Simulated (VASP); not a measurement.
A run of VASP 6.6.1 is set up as follows.

File INCAR:

```
ALGO = Fast
EDIFF = 1E-4
EDIFFG = -0.08
ENCUT = 520
GGA = PE
IBRION = 2
ISIF = 3
ISMEAR = 0
LASPH = True
LCHARG = False
LREAL = False
LWAVE = False
NELM = 60
NSW = 24
PREC = Normal
SIGMA = 0.15
```

File KPOINTS:

```
k-points
0
Gamma
  5 5 5
```

Contents of POSCAR:

```
Ga2SnO
1.0
    1.8000000000      1.0392304800      6.3000000000
   -1.8000000000      1.0392304800      6.3000000000
    0.0000000000     -2.0784609700      6.3000000000
Ga Sn O
2 1 1
Direct
    0.2340000000      0.2340000000      0.2340000000
    0.7660000000      0.7660000000      0.7660000000
    0.0000000000      0.0000000000      0.0000000000
    0.5000000000      0.5000000000      0.5000000000
```

Potentials or basis: VASP PAW PBE potentials, release 64 (Ga_d, Sn_d, O).

Launch:

```bash
$ cat potpaw_PBE.64/Ga_d/POTCAR potpaw_PBE.64/Sn_d/POTCAR potpaw_PBE.64/O/POTCAR > POTCAR
$ mpirun -np 1 vasp_std > vasp.out
```

Q: What does it give for the space group after relaxing (to 0.05 Å)?

A: R-3m (No. 166).

Q: Estimate the band gap on the k mesh.

A: None (metal or under the smearing width).

Q: What does it give for the relaxed volume?

A: 17.90 Å³/atom.

Q: What does it give for the relaxed cell?

A: a = 7.963 Å, b = 7.963 Å, c = 7.963 Å, α = 23.69°, β = 23.69°, γ = 23.69°.

Forces in eV/Å, atoms in the order of the input:
```
Ga   0.000  0.000  0.065
Ga   0.000  0.000 -0.065
Sn   0.000  0.000  0.000
O    0.000  0.000  0.000
```

Caveat: the k mesh is coarse (spacing up to 0.41 Å⁻¹), so the values aren't converged; the relaxation stopped at a loose force limit of 0.08 eV/Å, so its end isn't a converged minimum.
